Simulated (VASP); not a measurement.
# SiHOF₃: harmonic vibrations of a molecule

SiHOF₃, molecule in box, 6 atoms in the cell. PBE, harmonic vibrations; PAW potentials O, Si, F, H (PBE set).

## Input

INCAR.step1:
```
SYSTEM = SiHOF3
  PREC = Accurate
  ENCUT = 400
  EDIFF = 1E-8
  ISMEAR = 0
  SIGMA = 0.01
  ISYM = 0
  LREAL = .FALSE.
  LASPH = .TRUE.
  NELM = 100
  ALGO = Normal
  LWAVE = .FALSE.
  LCHARG = .FALSE.
  IBRION = 2
  NSW = 60
  ISIF = 2
  EDIFFG = -0.002
  POTIM = 0.5
```

INCAR.step2, as INCAR.step1 but for:
```
- IBRION = 2
- NSW = 60
- ISIF = 2
- EDIFFG = -0.002
- POTIM = 0.5
+ IBRION = 5
+ NFREE = 2
+ POTIM = 0.015
+ NSW = 1
```

KPOINTS:
```
k-points
0
Gamma
  1 1 1
```

POSCAR.step1:
```
SiHOF3
1.0
   12.0000000000      0.0000000000      0.0000000000
    0.0000000000     12.0000000000      0.0000000000
    0.0000000000      0.0000000000     12.0000000000
O Si F H
1 1 3 1
Direct
    0.4574541700      0.5930166700      0.5976958300
    0.4939291700      0.5409250000      0.4801041700
    0.4225125000      0.5874000000      0.3805875000
    0.4820708300      0.4104833300      0.4774375000
    0.6189791700      0.5721333300      0.4602125000
    0.3831875000      0.5829500000      0.6250791700
```

Commands (each step's output is kept before the next begins):
```
cat potpaw_PBE.64/O/POTCAR potpaw_PBE.64/Si/POTCAR potpaw_PBE.64/F/POTCAR potpaw_PBE.64/H/POTCAR > POTCAR
cp INCAR.step1 INCAR
cp POSCAR.step1 POSCAR
mpirun -np 4 vasp_gam > vasp.out
cp CONTCAR POSCAR
cp INCAR.step2 INCAR
mpirun -np 4 vasp_gam > vasp.out
```

## Result

- Vibrations (cm⁻¹; a negative value is imaginary): 3817, 1000, 963, 936, 774, 731, 372, 364, 352, 265, 255, 131
- Zero-point energy (eV): 0.617
- Translations and rotations, which should read zero (cm⁻¹): -22, -15, -5, 0, 10, 20
- Vibrational entropy at 298 K (meV/K): 0.452
- Displaced cells: 36
- Ionic steps, all stages: 69
- Electronic steps, all stages: 1229

VASP 6.6.1 took 1447 s on 4 cores (AMD EPYC 7R13 (Zen 3)), a shared host.
